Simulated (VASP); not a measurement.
Output of a VASP run:

### OSZICAR
```
...
DAV:   3    -0.441022218944E+02    0.41259E-05   -0.59459E-07   400   0.111E-02    0.359E-04
DAV:   4    -0.441022242861E+02   -0.23917E-05   -0.76924E-08   336   0.319E-03    0.304E-04
DAV:   5    -0.441022237241E+02    0.56199E-06   -0.17247E-08   316   0.206E-03
   4 F= -.44102224E+02 E0= -.44101536E+02  d E =-.171541E-02
       N       E                     dE             d eps       ncg     rms          rms(c)
DAV:   1    -0.441024119920E+02   -0.18771E-03   -0.52624E-03   592   0.620E-01    0.487E-02
DAV:   2    -0.441023508780E+02    0.61114E-04   -0.14969E-04   592   0.118E-01    0.263E-02
DAV:   3    -0.441022930223E+02    0.57856E-04   -0.16382E-04   640   0.117E-01    0.864E-03
DAV:   4    -0.441023042005E+02   -0.11178E-04   -0.42578E-06   644   0.203E-02    0.922E-03
DAV:   5    -0.441023121647E+02   -0.79642E-05   -0.59761E-07   408   0.993E-03    0.115E-02
DAV:   6    -0.441023174426E+02   -0.52780E-05   -0.13405E-05   628   0.439E-02    0.816E-03
DAV:   7    -0.441023182542E+02   -0.81159E-06   -0.70336E-07   428   0.122E-02
   5 F= -.44102318E+02 E0= -.44101631E+02  d E =-.945301E-04
       N       E                     dE             d eps       ncg     rms          rms(c)
DAV:   1    -0.441034452750E+02   -0.11278E-02   -0.47437E-02   576   0.186E+00    0.149E-01
DAV:   2    -0.441028683332E+02    0.57694E-03   -0.13368E-03   576   0.350E-01    0.804E-02
DAV:   3    -0.441023914586E+02    0.47687E-03   -0.14779E-03   640   0.349E-01    0.260E-02
DAV:   4    -0.441024569362E+02   -0.65478E-04   -0.35674E-05   644   0.565E-02    0.283E-02
DAV:   5    -0.441025314378E+02   -0.74502E-04   -0.78241E-06   596   0.348E-02    0.343E-02
DAV:   6    -0.441025561958E+02   -0.24758E-04   -0.13704E-04   624   0.138E-01    0.398E-02
DAV:   7    -0.441025742523E+02   -0.18057E-04   -0.10791E-05   636   0.481E-02    0.395E-02
DAV:   8    -0.441025798992E+02   -0.56468E-05   -0.27027E-06   564   0.221E-02    0.273E-02
DAV:   9    -0.441025834614E+02   -0.35623E-05   -0.68358E-06   628   0.309E-02    0.302E-03
DAV:  10    -0.441025872737E+02   -0.38123E-05   -0.63710E-07   428   0.964E-03    0.150E-03
DAV:  11    -0.441025864782E+02    0.79547E-06   -0.61045E-08   320   0.273E-03
   6 F= -.44102586E+02 E0= -.44101900E+02  d E =-.362754E-03
       N       E                     dE             d eps       ncg     rms          rms(c)
DAV:   1    -0.441062765862E+02   -0.36893E-02   -0.19133E-01   576   0.375E+00    0.294E-01
DAV:   2    -0.441041378568E+02    0.21387E-02   -0.54029E-03   576   0.712E-01    0.159E-01
DAV:   3    -0.441021303695E+02    0.20075E-02   -0.60248E-03   632   0.713E-01    0.524E-02
DAV:   4    -0.441024751020E+02   -0.34473E-03   -0.15864E-04   648   0.123E-01    0.566E-02
DAV:   5    -0.441027969016E+02   -0.32180E-03   -0.35712E-05   588   0.757E-02    0.706E-02
DAV:   6    -0.441029538138E+02   -0.15691E-03   -0.51454E-04   620   0.268E-01    0.640E-02
DAV:   7    -0.441030087508E+02   -0.54937E-04   -0.29587E-05   644   0.802E-02    0.608E-02
DAV:   8    -0.441030123206E+02   -0.35698E-05   -0.62479E-06   640   0.350E-02    0.448E-02
DAV:   9    -0.441030326643E+02   -0.20344E-04   -0.19975E-05   628   0.508E-02    0.441E-03
DAV:  10    -0.441030364147E+02   -0.37504E-05   -0.22127E-06   700   0.164E-02    0.477E-03
DAV:  11    -0.441030351993E+02    0.12154E-05   -0.35160E-07   344   0.629E-03    0.128E-03
DAV:  12    -0.441030351002E+02    0.99062E-07   -0.35357E-08   312   0.231E-03
   7 F= -.44103035E+02 E0= -.44102350E+02  d E =-.811376E-03
```

File OUTCAR:
```
------------------------ aborting loop because EDIFF is reached ----------------------------------------
  FORCE on cell =-STRESS in cart. coord.  units (eV):
  Direction    XX          YY          ZZ          XY          YZ          ZX
  --------------------------------------------------------------------------------------
  Total        0.0244902      0.0244901     -0.0668841     -0.0000000      0.0000000     -0.0000000
  in kB        1.0559649      1.0559644     -2.8839030     -0.0000000      0.0000000     -0.0000000
  external PRESSURE =      -0.2573246 kB  Pullay stress =       0.0000000 kB
  volume of cell :       37.16
      direct lattice vectors                 reciprocal lattice vectors
     1.227600545 -2.126266024 -0.000000000     0.407298614 -0.235154018 -0.000000000
     1.227600545  2.126266024  0.000000000     0.407298614  0.235154018 -0.000000000
     0.000000000  0.000000000  7.117835986    -0.000000000 -0.000000000  0.140492139
 POSITION                                       TOTAL-FORCE (eV/Angst)
 -----------------------------------------------------------------------------------
      2.45520      0.00000      1.77946        -0.000000     -0.000000      0.000000
      0.00000     -0.00000      5.33838        -0.000000      0.000000      0.000000
      1.22760      0.70876      1.77946        -0.000000      0.000000     -0.000000
      1.22760     -0.70876      5.33838         0.000000     -0.000000      0.000000
 -----------------------------------------------------------------------------------
    total drift:                                0.000000     -0.000000      0.000000
  FREE ENERGIE OF THE ION-ELECTRON SYSTEM (eV)
  ---------------------------------------------------
  free  energy   TOTEN  =       -44.1030351002 eV

  energy  without entropy=      -44.1016650633  energy(sigma->0) =      -44.10235008

 reached required accuracy - stopping structural energy minimisation
```
(Selected blocks of OUTCAR.)

**POSCAR**
```
C
1
    1.2307166181    -2.1316632181     0.0000000000
    1.2307166181     2.1316632181     0.0000000000
    0.0000000000    -0.0000000000     7.1929605768
C
4
Direct
  0.0000000000   0.0000000000   0.2500000000
  0.0000000000   0.0000000000   0.7500000000
  0.3333330000   0.6666670000   0.2500000000
  0.6666670000   0.3333330000   0.7500000000
```

Problem. Write an INCAR and KPOINTS that could have produced this output.

Solution. One answer among several that fit: the input of the run itself, MS2 meta-GGA, plane waves, VASP's PBE PAW potentials (set 64).

**KPOINTS**
```
Automatic mesh
0
Gamma
9 9 3
0 0 0
```

**INCAR**
```
ALGO = Normal
EDIFF = 1E-6
EDIFFG = -0.02
ENCUT = 520
IBRION = 2
ISIF = 3
ISMEAR = 0
LASPH = .TRUE.
LCHARG = .FALSE.
LMIXTAU = .TRUE.
LREAL = .FALSE.
LWAVE = .FALSE.
METAGGA = MS2
NELM = 100
NSW = 60
PREC = Accurate
SIGMA = 0.05
SYSTEM = C
```

POTCAR, in this order: C (PBE.64 set). Program: vasp_std.

The compound is C in the graphite structure. This run relaxes it. Symmetry was kept, so distortions that lower it aren't found. The k-mesh is coarse (spacing up to 0.33 per Å, 2π included), so the numbers may not be converged in it.
